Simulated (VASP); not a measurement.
Output of a VASP run:

OSZICAR:
```
       N       E                     dE             d eps       ncg     rms          rms(c)
DAV:   1     0.424350495077E+02    0.42435E+02   -0.83757E+03   720   0.138E+03
DAV:   2    -0.323585848513E+02   -0.74794E+02   -0.67628E+02  1024   0.209E+02
DAV:   3    -0.356718376814E+02   -0.33133E+01   -0.32937E+01   924   0.446E+01
DAV:   4    -0.357080541577E+02   -0.36216E-01   -0.36182E-01   908   0.534E+00
DAV:   5    -0.357085993089E+02   -0.54515E-03   -0.54507E-03   932   0.633E-01    0.136E+01
DAV:   6    -0.318535833688E+02    0.38550E+01   -0.10398E+01   868   0.210E+01    0.626E+00
DAV:   7    -0.316718606228E+02    0.18172E+00   -0.10655E+00   924   0.694E+00    0.256E+00
DAV:   8    -0.316439051372E+02    0.27955E-01   -0.58011E-02   840   0.175E+00    0.508E-01
DAV:   9    -0.316419335123E+02    0.19716E-02   -0.56817E-03   896   0.564E-01    0.129E-01
DAV:  10    -0.316420199088E+02   -0.86396E-04   -0.35675E-04   860   0.146E-01    0.483E-02
DAV:  11    -0.316420201042E+02   -0.19541E-06   -0.24936E-05   920   0.441E-02    0.111E-02
DAV:  12    -0.316420202424E+02   -0.13820E-06   -0.21176E-06   644   0.103E-02
   1 F= -.26857537E+02 E0= -.26857537E+02  d E =-.268575E+02
```

File OUTCAR:
```
------------------------ aborting loop because EDIFF is reached ----------------------------------------
  FORCE on cell =-STRESS in cart. coord.  units (eV):
  Direction    XX          YY          ZZ          XY          YZ          ZX
  --------------------------------------------------------------------------------------
  Total        4.7732504      4.7732495      4.7088571      0.0000000     -0.0000000      0.0000000
  in kB      199.5304379    199.5304001    196.8386800      0.0000000     -0.0000000      0.0000000
  external PRESSURE =      -1.3668273 kB  Pullay stress =     200.0000000 kB
  volume of cell :       38.33
      direct lattice vectors                 reciprocal lattice vectors
     1.499569725 -2.597330708  0.000000000     0.333428977 -0.192505328  0.000000000
     1.499569725  2.597330708  0.000000000     0.333428977  0.192505328  0.000000000
     0.000000000  0.000000000  4.920301744     0.000000000  0.000000000  0.203239568
  FREE ENERGIE OF THE ION-ELECTRON SYSTEM (eV)
  ---------------------------------------------------
  free  energy   TOTEN  =       -31.6420202424 eV

  energy  without entropy=      -31.6420202424  energy(sigma->0) =      -31.64202024
  enthalpy is  TOTEN    =       -26.8575367529 eV   P V=        4.7844834896

 reached required accuracy - stopping structural energy minimisation
```
(Selected blocks of OUTCAR.)

### POSCAR
```
SiC
1
    1.4995697252    -2.5973307079     0.0000000000
    1.4995697252     2.5973307079     0.0000000000
    0.0000000000    -0.0000000000     4.9203017442
Si C
2 2
Direct
  0.6666670000   0.3333330000   0.4996209418
  0.3333330000   0.6666670000   0.9996209418
  0.6666670000   0.3333330000   0.8753790582
  0.3333330000   0.6666670000   0.3753790582
```

Write an INCAR and KPOINTS that could have produced this output.

Several could match; the one computed here: the input of the run itself, PBEsol GGA, plane waves, VASP's PBE PAW potentials (set 64).

**INCAR**
```
SYSTEM = SiC
PREC = Accurate
ENCUT = 620
EDIFF = 1E-6
NELM = 100
ALGO = Normal
LREAL = .FALSE.
LASPH = .TRUE.
ISMEAR = 0
SIGMA = 0.05
GGA = PS
LWAVE = .FALSE.
LCHARG = .FALSE.
IBRION = 2
ISIF = 3
NSW = 40
EDIFFG = -0.02
PSTRESS = 200
```

**KPOINTS**
```
Automatic mesh
0
Gamma
8 8 5
0 0 0
```

POTCAR, in this order: Si C (PBE.64 set). Program: vasp_std.

The compound is SiC in the wurtzite structure, the rare 2H polytype. It was relaxed first under an external pressure of 20 GPa.
